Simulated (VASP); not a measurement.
VASP input:

KPOINTS:
```
Automatic mesh
0
Gamma
 7 7 7
0 0 0
```

INCAR:
```
SYSTEM = MnS
PREC = Accurate
ENCUT = 520
EDIFF = 1E-7
NELM = 100
ALGO = Normal
LREAL = .FALSE.
LASPH = .TRUE.
ISMEAR = 0
SIGMA = 0.05
GGA = MK
PARAM1 = 0.1234
PARAM2 = 1.0
LUSE_VDW = .TRUE.
AGGAC = 0.0
LMAXMIX = 4
ISPIN = 2
MAGMOM = 4.1 -4.1 0.0 0.0
LORBIT = 10
LWAVE = .FALSE.
LCHARG = .FALSE.
ISIF = 4
IBRION = 2
NSW = 30
EDIFFG = -0.01
```

**POSCAR**
```
MnS
1.0
  5.1731717029   2.5769500477   2.5769500477
  2.5769500477   5.1731717029   2.5769500477
  2.5769500477   2.5769500477   5.1731717029
Mn S
2 2
Cartesian
  0.0000000000   0.0000000000   0.0000000000
  5.1635358992   5.1635358992   5.1635358992
  2.5817679496   2.5817679496   2.5817679496
  7.7453038487   7.7453038487   7.7453038487
```

POTCAR, in this order: Mn_pv S (PBE.64 set). Program: vasp_std.

Q: Write an equivalent input for Quantum ESPRESSO's pw.x.

A: One equivalent input (not run):
```
&CONTROL
  calculation = 'vc-relax'
  pseudo_dir = './pseudo'
  outdir = './out'
  tprnfor = .true.
  tstress = .true.
  nstep = 30
  forc_conv_thr = 0.00039
/
&SYSTEM
  ibrav = 0
  nat = 4
  ntyp = 3
  ecutwfc = 96
  occupations = 'smearing'
  smearing = 'gaussian'
  degauss = 0.003675
  input_dft = 'vdw-df-ob86'
  nspin = 2
  starting_magnetization(1) = 0.41
  starting_magnetization(2) = -0.41
/
&ELECTRONS
  conv_thr = 7.3e-09
  electron_maxstep = 100
/
&IONS
/
&CELL
  cell_dofree = 'shape'
/
ATOMIC_SPECIES
  Mn1 54.938 Mn.upf
  Mn2 54.938 Mn.upf
  S 32.060 S.upf
CELL_PARAMETERS angstrom
     5.1731717    2.5769500    2.5769500
     2.5769500    5.1731717    2.5769500
     2.5769500    2.5769500    5.1731717
ATOMIC_POSITIONS crystal
  Mn1  0.0000000  0.0000000  0.0000000
  Mn2  0.5000000  0.5000000  0.5000000
  S    0.2500000  0.2500000  0.2500000
  S    0.7500000  0.7500000  0.7500000
K_POINTS automatic
  7 7 7 0 0 0
```
The two are equivalent in intent, not identical: the potentials are each code's own (VASP's PAW set, PseudoDojo norm-conserving files in pw.x), so ENCUT and ecutwfc are chosen apart and not converted; conv_thr bounds pw.x's estimated SCF error, while EDIFF bounds the energy change between steps; starting_magnetization is a fraction of the valence charge and MAGMOM a moment in μB, so they match only roughly; forc_conv_thr acts on force components and is met together with etot_conv_thr.

The compound is MnS in the rock salt, AFM-II order structure. This cell is one point of a volume scan, at 1.06 of the reference volume.
